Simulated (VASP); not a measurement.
Data:

```
CELL_PARAMETERS angstrom
     -1.62543     1.62543     1.62543
      1.62543    -1.62543     1.62543
      1.62543     1.62543    -1.62543
ATOMIC_POSITIONS crystal
  W  0.00000 0.00000 0.00000
```

The numbers are results of PBE GGA, VASP's PBE PAW potentials (set 64) (plane waves; VASP), not measurements. Numerical set-up: 480 eV cut-off, 14×14×14 Γ-centred mesh, first-order Methfessel-Paxton smearing of 0.10 eV, potentials W_sv.

Problem. Give the stress tensor in GPa (positive for a compressed cell).

Solution. 
```
-16.11    0.00    0.00
  0.00  -16.11    0.00
  0.00    0.00  -16.11
```
The pressure is its mean diagonal, -16.11 GPa.

The compound is W in the bcc structure. This cell was strained or had an atom moved on purpose.
